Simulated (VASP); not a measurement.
Computed with PBE GGA, VASP's PBE PAW potentials (set 64) (plane waves; VASP). For the first row: Run with 520 eV cut-off, 8×8×8 Γ-centred mesh, first-order Methfessel-Paxton smearing of 0.10 eV, potentials Ti_sv Pt.

```
system        energy (eV/atom)
------------  ----------------
Pt3Ti (L1_2)           -7.3876
Ti (hcp)               -7.8370
Pt (fcc)               -6.0953
```

The references are the elements' solids at the same level; no temperature or zero-point terms are added.  Spin-orbit coupling is left out, which shifts such energies by up to tenths of an eV for the heavy elements here.

Task: What is the formation energy per atom of Pt$_{3}$Ti?

Result: The references average (1×(-7.8370) + 3×(-6.0953))/4 = -6.5307 eV, so the formation energy is -7.3876 − (-6.5307) = -0.857 eV/atom.
